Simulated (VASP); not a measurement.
These are PBE GGA, VASP's PBE PAW potentials (set 64) (plane waves; VASP) values and carry that method's errors.

Input for VASP

### POSCAR
```
Au
1
    0.0000000000     2.0772502327     2.0772502327
    2.0772502327     0.0000000000     2.0772502327
    2.0772502327     2.0772502327     0.0000000000
Au
1
Direct
  0.0000000000   0.0000000000   0.0000000000
```

File KPOINTS:
```
Automatic
0
G
15 15 15
```

### INCAR
```
GGA = PE
LWAVE = .FALSE.
LMAXMIX = 6
NELM = 100   # most electronic steps
ALGO = Normal   # blocked Davidson
ENCUT = 520   # plane-wave cut-off (eV)
EDIFF = 1E-7
ISIF = 2   # forces and stress, cell fixed
LCHARG = .FALSE.
LASPH = .TRUE.
SYSTEM = Au
ISMEAR = 1   # Methfessel-Paxton
LREAL = .FALSE.
PREC = Accurate
SIGMA = 0.1
```

POTCAR, in this order: Au (PBE.64 set). Program: vasp_std.

Unless said otherwise, spin-orbit coupling is left out, though it shifts the bands of the heavy elements here.

**Question.** Predict the energy per atom (σ→0), band gap (on the k-mesh).

**Answer.** 
```yaml
energy per atom (σ→0): -3.219 eV/atom
band gap (on the k-mesh): none (metal, semimetal or under 0.01 eV)
```

File OSZICAR:
```
...
DAV:   5    -0.348422224659E+01   -0.83549E-05   -0.83548E-05  2506   0.846E-02    0.801E+00
DAV:   6    -0.323678175484E+01    0.24744E+00   -0.84529E-01  2208   0.892E+00    0.525E+00
DAV:   7    -0.322135552361E+01    0.15426E-01   -0.61417E-02  2315   0.238E+00    0.265E+00
DAV:   8    -0.321945866413E+01    0.18969E-02   -0.10427E-03  2307   0.335E-01    0.199E-01
DAV:   9    -0.321945135376E+01    0.73104E-05   -0.76011E-06  2422   0.280E-02    0.125E-02
DAV:  10    -0.321945758323E+01   -0.62295E-05   -0.32261E-06  2368   0.236E-02    0.303E-03
DAV:  11    -0.321945748345E+01    0.99776E-07   -0.47195E-08  1733   0.205E-03
   1 F= -.32194575E+01 E0= -.32193062E+01  d E =-.453933E-03
```

The compound is Au in the fcc structure. It was relaxed first, which changed the volume by +6 %.
